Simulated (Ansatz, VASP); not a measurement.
# SnSO in two plane-wave programs, part 2 of 3

One calculation is typed for both programs; each brings its own data sets and cutoff. How far apart do they land? The cell is invented: As first built, before any earlier steps moved the atoms (in the runner's words): it takes the SnSeS structure with some of its atoms replaced by other elements, volume scaled by an estimate. It may not be a known or stable phase. The cell is taken from a series of VASP runs on this material, whose earlier steps may have relaxed, scaled or displaced it; both programs get it as it stands.

VASP 6.6.1 and Ansatz 0.2.0.

So far. Step 2 (VASP: band structure, LDA): At this level the cell is under a tension of 5.0 GPa, so at these settings it is away from equilibrium.

## 5. What the set-up changes

Further runs change the set-up of one program: Ansatz's method, potentials or start, or VASP's data sets, cutoff or form of LDA. The table gives Ansatz less VASP for each quantity, since a change that brings one quantity closer may part another.

```
                                        run  r.m.s. force difference (meV/Å)  pressure (GPa)  gap over the path points (eV)  pressure without Ansatz's Pulay correction (GPa)
                                   as above                               23           -0.28                         0.0048                                             -0.64
                       cores kept as stored                               23           -0.21                         0.0049                                             -0.54
    Ansatz's larger PAW set (cutoff 900 eV)                               22           -0.28                         0.0065                                                  
norm-conserving potentials (cutoff 1143 eV)                               17          -0.075                          0.015
```

## 6. Ansatz: band structure, PBEsol

Levels along a path test the potential and the projectors away from the mesh points.

The cell is taken from a series of VASP runs on this material, whose earlier steps may have relaxed, scaled or displaced it; both programs get it as it stands.

File input.yaml:

```yaml
crystal:
  lattice:
    - [3.4671176086, 0.0, 0.0]
    - [-1.7335588043, 3.0026124474, 0.0]
    - [0.0, 0.0, 5.9579538463]
  atoms:
    - { symbol: Sn, position: [0.33333333, 0.66666667, 0.9673317131] }
    - { symbol: S, position: [0.66666667, 0.33333333, 0.2244465511] }
    - { symbol: O, position: [0.0, 0.0, 0.8082227358] }
hamiltonian:
  xc: pbesol
  pseudopotentials: { kind: paw }
kpoints:
  mp_grid: { grid: [5, 5, 3] }
  band_path:
    path:
      - [0.0, 0.0, 0.0]
      - [0.13333, 0.0, 0.0]
      - [0.3, 0.0, 0.0]
      - [0.46667, 0.0, 0.0]
      - [0.46667, 0.06667, 0.0]
      - [0.41111, 0.17778, 0.0]
      - [0.35556, 0.28889, 0.0]
      - [0.28889, 0.28889, 0.0]
      - [0.17778, 0.17778, 0.0]
      - [0.06667, 0.06667, 0.0]
      - [0.0, 0.0, 0.03333]
      - [0.0, 0.0, 0.2]
      - [0.0, 0.0, 0.36667]
      - [0.0, 0.0, 0.5]
      - [0.16667, 0.0, 0.5]
      - [0.3, 0.0, 0.5]
      - [0.46667, 0.0, 0.5]
      - [0.46667, 0.06667, 0.5]
      - [0.41111, 0.17778, 0.5]
      - [0.35556, 0.28889, 0.5]
      - [0.28889, 0.28889, 0.5]
      - [0.17778, 0.17778, 0.5]
      - [0.06667, 0.06667, 0.5]
      - [0.5, 0.0, 0.46667]
      - [0.5, 0.0, 0.3]
      - [0.5, 0.0, 0.13333]
      - [0.33333, 0.33333, 0.0]
      - [0.33333, 0.33333, 0.16667]
      - [0.33333, 0.33333, 0.33333]
      - [0.33333, 0.33333, 0.5]
    npoints: 1
scf:
  occupations: { method: gaussian, width: 0.02 }
  n_extra_bands: 7
output:
  forces: true
  stress: true
  eigenvalues: true
```

Command:

```bash
ansatz run input.yaml --threads 2 --pin off --max-ram 4608MiB --backend cpu --events-out ev --progress --plain --runs-dir out
```

Numbers of over 12 decimals in the logs are rounded to 6 here.

The program printed:

```text
[...]
Crystal: 3 atoms, lattice volume = 62.025 Å³
Basis set: ecut = 420 eV, 1201 PW (Γ), exchange–correlation on 48×48×80 points (8 copies of the dense FFT grid, shifted against one another)
Bands: 20, of which v1, the nominal top of the filled ones, is band 13 counted from 1 (12 counted from 0)
Symmetry: 6 space group operations
[...]
k-points: 12 of 75 (time reversal used)
[...]
k-point 0: bands = [... 9 lower, 2.9391, 4.2908, 5.5612, 5.5612, 6.0323, 10.0845, 12.2779, 12.2779, ... 3 higher]
  k-point 1: bands = [... 9 lower, 2.9385, 3.8101, 5.5675, 5.5675, 6.6430, 10.0368, 12.2416, 12.2416, ... 3 higher]
  k-point 2: bands = [... 9 lower, 2.5478, 3.7258, 4.4773, 5.2780, 7.3107, 10.1342, 12.4319, 13.0455, ... 3 higher]
  k-point 11: bands = [... 9 lower, 1.3176, 2.6024, 4.2413, 4.5866, 8.1204, 11.5427, 12.2901, 12.7124, ... 3 higher]
[key lines of the parts left out:]
SCF converged after 7 iterations
Free energy (F): -7395.367861 eV
Fermi energy:    5.800460 eV
P = ⅓ Tr σ = -3.0333 GPa (-30.333 kbar)
```

It took 1.8 s on 2 threads of Arm Neoverse V2, shared host; peak memory 0.31 GiB.

## 7. VASP: band structure, PBEsol

The same cell, functional, mesh and smearing now go to VASP, with its own data sets and cutoff.

File INCAR:

```
SYSTEM = SnSO
PREC = Accurate
ENCUT = 520
EDIFF = 1E-06
NELM = 100
ISMEAR = 0
SIGMA = 0.02
LREAL = .FALSE.
ALGO = Normal
GGA = PS
LORBIT = 11
LWAVE = .FALSE.
LCHARG = .FALSE.
KPAR = 4
```

File POSCAR:

```
SnSO
1.0
    3.4671176086      0.0000000000      0.0000000000
   -1.7335588043      3.0026124474      0.0000000000
    0.0000000000      0.0000000000      5.9579538463
Sn S O
1 1 1
Direct
    0.3333333300      0.6666666700      0.9673317131
    0.6666666700      0.3333333300      0.2244465511
    0.0000000000      0.0000000000      0.8082227358
```

File KPOINTS:

```
Automatic mesh
0
Gamma
5 5 3
0 0 0
```

File KPOINTS_OPT:

```
Line mode
16
Line-mode
Reciprocal
  0.00000000   0.00000000   0.00000000 GAMMA
  0.50000000   0.00000000   0.00000000 M

  0.50000000   0.00000000   0.00000000 M
  0.33333333   0.33333333   0.00000000 K

  0.33333333   0.33333333   0.00000000 K
  0.00000000   0.00000000   0.00000000 GAMMA

  0.00000000   0.00000000   0.00000000 GAMMA
  0.00000000   0.00000000   0.50000000 A

  0.00000000   0.00000000   0.50000000 A
  0.50000000   0.00000000   0.50000000 L

  0.50000000   0.00000000   0.50000000 L
  0.33333333   0.33333333   0.50000000 H

  0.33333333   0.33333333   0.50000000 H
  0.00000000   0.00000000   0.50000000 A

  0.50000000   0.00000000   0.50000000 L
  0.50000000   0.00000000   0.00000000 M

  0.33333333   0.33333333   0.00000000 K
  0.33333333   0.33333333   0.50000000 H
```

The projector-augmented-wave data sets are Sn_d, S and O (PBE family, release 64).

Command:

```bash
mpirun -np 4 vasp_std
```

The program printed:

```text
[banner, memory and clock lines left out]
running    4 mpi-ranks, on    1 nodes
[...]
[... a notice as in an earlier step ...]

 LDA part: xc-table for (Slater+PW92), standard interpolation
 POSCAR, INCAR and KPOINTS ok, starting setup
[...]
entering main loop
       N       E                     dE             d eps       ncg     rms          rms(c)
DAV:   1     0.224925712705E+03    0.22493E+03   -0.13750E+04   416   0.194E+03
DAV:   2     0.764487574230E+01   -0.21728E+03   -0.21198E+03   456   0.456E+02
DAV:   3    -0.171917838498E+02   -0.24837E+02   -0.24242E+02   507   0.141E+02
DAV:   4    -0.179659229546E+02   -0.77414E+00   -0.77352E+00   532   0.267E+01
[...]
DAV:  11    -0.162432395412E+02   -0.94108E-04   -0.33557E-04   556   0.141E-01    0.492E-02
DAV:  12    -0.162433265949E+02   -0.87054E-04   -0.98836E-05   516   0.735E-02    0.210E-02
DAV:  13    -0.162433258863E+02    0.70855E-06   -0.31051E-06   550   0.151E-02
   1 F= -.16243326E+02 E0= -.16243326E+02  d E =-.347310E-18
 Start KPOINTS_OPT (optional k-point list driver)
k-point batch [1-12\144]
       N       E                     dE             ncg
DAV:   1     0.322560087301E+03   -0.33390E+04      408
DAV:   2    -0.219873838569E+04   -0.25213E+04      456
DAV:   3    -0.249662900356E+04   -0.29789E+03      550
DAV:   4    -0.250518173564E+04   -0.85527E+01      493
DAV:   5    -0.250536713114E+04   -0.18540E+00      605
DAV:   6    -0.250537264443E+04   -0.55133E-02      547
DAV:   7    -0.250537305819E+04   -0.41376E-03      652
DAV:   8    -0.250537305986E+04   -0.16786E-05      452
DAV:   9    -0.250537305993E+04   -0.63142E-07      477
[...]
k-point batch [133-144\144]
       N       E                     dE             ncg
DAV:   1     0.130488661716E+03   -0.12137E+05      408
DAV:   2    -0.235886270884E+04   -0.24894E+04      457
DAV:   3    -0.262029794422E+04   -0.26144E+03      559
DAV:   4    -0.262632192488E+04   -0.60240E+01      478
DAV:   5    -0.262648500279E+04   -0.16308E+00      602
DAV:   6    -0.262649030563E+04   -0.53028E-02      590
DAV:   7    -0.262649043923E+04   -0.13360E-03      623
DAV:   8    -0.262649044002E+04   -0.78913E-06      427
```

From OUTCAR (step 7):

```text
  Total       -1.3164999     -1.3165003     -0.8107303      0.0000000      0.0000000      0.0000000
  in kB      -34.0068509    -34.0068627    -20.9421858      0.0000000      0.0000000      0.0000000
  external PRESSURE =     -29.6519664 kB  Pullay stress =       0.0000000 kB

 POSITION                                       TOTAL-FORCE (eV/Angst)
 -----------------------------------------------------------------------------------
     -0.00000      2.00174      5.76332         0.000000      0.000000      0.049811
      1.73356      1.00087      1.33724        -0.000000      0.000000     -0.286288
      0.00000      0.00000      4.81535         0.000000      0.000000      0.236477
 -----------------------------------------------------------------------------------
    total drift:                               -0.000004      0.000014     -0.000167

  FREE ENERGIE OF THE ION-ELECTRON SYSTEM (eV)
  ---------------------------------------------------
  free  energy   TOTEN  =       -16.2433258863 eV

  energy  without entropy=      -16.2433258863  energy(sigma->0) =      -16.24332589

[... 2 parts as in an earlier step ...]

[... 1 further part left out ...]
[key lines of the parts left out:]
E-fermi :   3.7171
```

The run ends at a pressure of -2.97 GPa, with forces up to 0.29 eV/Å.

## 8. Side by side

What differs besides the data sets and the points named for the pairs above, as far as they apply: VASP leaves aspherical gradient terms in its spheres out (LASPH is not set), Ansatz keeps them. Total energies have different zeros and are not compared.

Compared:

```
                                        quantity  Ansatz   VASP  difference
                                  pressure (GPa)   -3.03  -2.97       -0.07
pressure without Ansatz's Pulay correction (GPa)   -3.33  -2.97       -0.36
                   gap over the path points (eV)   0.463  0.442      +0.021
```

Forces (eV/Å; atoms numbered as in POSCAR):

```
atom        Ansatz x, y, z          VASP x, y, z
 Sn1  0.000, 0.000, -0.008   0.000, 0.000, 0.050
  S2  0.000, 0.000, -0.272  0.000, 0.000, -0.286
  O3   0.000, 0.000, 0.280   0.000, 0.000, 0.236
```

Levels at points of the path, from each program's valence-band top (eV; 4 filled, then empty):

```
k (reciprocal lattice)                             Ansatz                               VASP
     0.000 0.000 0.000  -2.63 -1.28 -0.01 -0.01 0.46 4.51  -2.65 -1.29 -0.01 -0.01 0.44 4.54
     0.133 0.000 0.000  -2.82 -1.16 -1.06 -0.15 1.18 4.92  -2.84 -1.17 -1.06 -0.16 1.16 4.93
     0.300 0.000 0.000  -3.35 -2.56 -1.08 -0.49 2.22 4.22  -3.38 -2.57 -1.09 -0.49 2.19 4.23
     0.467 0.000 0.000  -3.69 -2.58 -1.17 -0.66 1.86 4.75  -3.71 -2.59 -1.18 -0.66 1.85 4.75
     0.467 0.067 0.000  -3.80 -2.59 -1.16 -0.85 1.98 5.01  -3.82 -2.59 -1.17 -0.86 1.97 5.01
     0.411 0.178 0.000  -4.14 -2.83 -1.43 -1.11 2.51 5.91  -4.16 -2.84 -1.44 -1.12 2.50 5.90
     0.356 0.289 0.000  -4.08 -3.47 -1.57 -1.12 2.84 6.28  -4.08 -3.48 -1.57 -1.13 2.82 6.27
     0.289 0.289 0.000  -4.09 -3.26 -1.61 -1.08 2.81 6.05  -4.10 -3.26 -1.62 -1.09 2.80 6.04
     0.178 0.178 0.000  -3.74 -2.19 -1.37 -0.84 2.49 4.79  -3.75 -2.20 -1.38 -0.85 2.46 4.79
     0.067 0.067 0.000  -2.80 -1.16 -0.83 -0.17 1.04 4.98  -2.83 -1.17 -0.83 -0.17 1.01 5.00
```

The forces differ by 25 meV/Å r.m.s., which is 19.7 % of the r.m.s. force of 0.12 eV/Å (both taken over all components). Among the levels compared at these points, filled levels agree within 24 meV and empty ones within 30 meV. Ansatz's pressure holds a Pulay correction of 0.29 GPa; VASP's holds none.

## 9. Other set-ups

Further runs change the set-up of one program: Ansatz's method, potentials or start, or VASP's data sets, cutoff or form of LDA. The table gives Ansatz less VASP for each quantity, since a change that brings one quantity closer may part another.

```
                                        run  r.m.s. force difference (meV/Å)  pressure (GPa)  gap over the path points (eV)  pressure without Ansatz's Pulay correction (GPa)
                                   as above                               25          -0.068                          0.021                                             -0.36
                       cores kept as stored                               26          -0.039                          0.021                                             -0.33
    Ansatz's larger PAW set (cutoff 900 eV)                               24          -0.082                          0.023                                                  
norm-conserving potentials (cutoff 1143 eV)                               29          -0.096                          0.038
```

## 10. Ansatz: band structure, BLYP

The same path points are solved in both programs, so levels can be compared one by one.

The cell is taken from a series of VASP runs on this material, whose earlier steps may have relaxed, scaled or displaced it; both programs get it as it stands.

Changes to input.yaml since step 6:

```diff
@@ -10,3 +10,3 @@
 hamiltonian:
-  xc: pbesol
+  xc: blyp
   pseudopotentials: { kind: paw }
```

Command:

```bash
ansatz run input.yaml --threads 2 --pin off --max-ram 4608MiB --backend cpu --events-out ev --progress --plain --runs-dir out
```

The program printed:

```text
[...]
Crystal: 3 atoms, lattice volume = 62.025 Å³
Basis set: ecut = 420 eV, 1201 PW (Γ), exchange–correlation on 48×48×80 points (8 copies of the dense FFT grid, shifted against one another)
Bands: 20, of which v1, the nominal top of the filled ones, is band 13 counted from 1 (12 counted from 0)
Symmetry: 6 space group operations
[...]
k-points: 12 of 75 (time reversal used)
[...]
k-point 0: bands = [... 9 lower, 3.3627, 4.6593, 5.9545, 5.9545, 6.4522, 10.6820, 12.7932, 12.7932, ... 3 higher]
  k-point 1: bands = [... 9 lower, 3.3619, 4.1844, 5.9608, 5.9608, 7.0507, 10.6125, 12.7554, 12.7554, ... 3 higher]
  k-point 2: bands = [... 9 lower, 2.9872, 4.1779, 4.8495, 5.6808, 7.7096, 10.6760, 12.9894, 13.5264, ... 3 higher]
  k-point 11: bands = [... 9 lower, 1.8278, 3.0736, 4.6524, 4.9934, 8.4898, 12.0597, 12.7609, 13.2634, ... 3 higher]
[key lines of the parts left out:]
SCF converged after 7 iterations
Free energy (F): -7516.118721 eV
Fermi energy:    6.207064 eV
P = ⅓ Tr σ = 3.8220 GPa (38.220 kbar)
```

Elapsed: 1.6 s, on 2 threads; peak memory 0.31 GiB; 3 s of CPU time.

(Part 2 of 3 ends here.)

[Lines on the potential files, build, host, timing and source positions are cut from VASP's logs without a mark.]

[Logs are printed without paths, hosts, clocks, repeated set-up lines and the standing remarks that a program may print on its own settings, such as how far it seeks lower states.]

[Hosts, paths, dates, database ids (printed as entryN), source tags and the programs' standing remarks are cut or masked in the printed files.]
